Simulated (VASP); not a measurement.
Data:

```
CELL_PARAMETERS angstrom
      0.00000     3.37825     3.37825
      3.37825     0.00000     3.37825
      3.37825     3.37825     0.00000
ATOMIC_POSITIONS crystal
  Ag 0.00000 0.00000 0.00000
  Tc 0.50000 0.50000 0.50000
  Tc 0.25000 0.25000 0.25000
  Tc 0.75000 0.75000 0.75000
```

Calculation: PBE GGA, VASP's PBE PAW potentials (set 64) (plane waves; VASP 6.6.1). Numerical set-up: 300 eV cut-off, 7×7×7 Γ-centred mesh, Fermi-Dirac smearing of 0.10 eV, potentials Ag Tc_pv.

At this cut-off the stress carries a Pulay error, which pulls relaxed volumes low.

Q: What does the run give for the energy per atom (σ→0), pressure, band gap (on the k-mesh) with the smallest direct gap where there is one?

A: 
* **band gap (on the k-mesh)**: none (metal, semimetal or under 0.01 eV)
* **energy per atom (σ→0)**: -708.5 kJ/mol of atoms
* **pressure**: -32.07 GPa

Total energies compare only between runs with the same potentials, cut-off and functional.

The structure was generated: Tc3Ag was put into an ordered model structure, which need not be its known phase. The cell was not relaxed at this level.
